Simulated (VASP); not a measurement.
Level of theory: PBE GGA, VASP's PBE PAW potentials (set 64) (plane waves; VASP).

The input files of a VASP run:

### POSCAR
```
C
1
    1.2336704858    -2.1367794640     0.0000000000
    1.2336704858     2.1367794640     0.0000000000
    0.0000000000    -0.0000000000     7.9271401807
C
4
Direct
  1.0000000000   0.0000000000   0.2500000000
  0.0000000000   1.0000000000   0.7500000000
  0.3333330000   0.6666670000   0.2500000000
  0.6666670000   0.3333330000   0.7500000000
```

INCAR:
```
EDIFF=1E-7   # SCF stop (eV)
ENCUT=520   # plane-wave cut-off (eV)
LOPTICS=.True.
LASPH=.True.
LCHARG=.False.
SYSTEM=C
ALGO=Normal   # blocked Davidson
LWAVE=.False.
NEDOS=1001   # DOS grid
NELM=100   # most electronic steps
NBANDS=36
ISMEAR=0
LREAL=.False.   # projection in real space or not
SIGMA=0.01   # width (eV)
GGA=PE
CSHIFT=0.1
PREC=Accurate
```

KPOINTS:
```
kpoints
0
Gamma
  18 18 5
0 0 0
```

POTCAR, in this order: C (PBE.64 set). Program: vasp_std.

### Question
What will the output report for the number of irreducible k-points (NKPTS), largest plane-wave count, number of space-group operations, FFT grid (NGX, NGY, NGZ)?

### Answer

```json
{
 "number of irreducible k-points (NKPTS)": "111",
 "largest_plane_wave_count": "1146",
 "number_of_space_group_operations": "24",
 "FFT grid (NGX, NGY, NGZ)": "18 × 18 × 60"
}
```

The compound is C in the graphite structure. It was relaxed first, which changed the volume by +19 %.
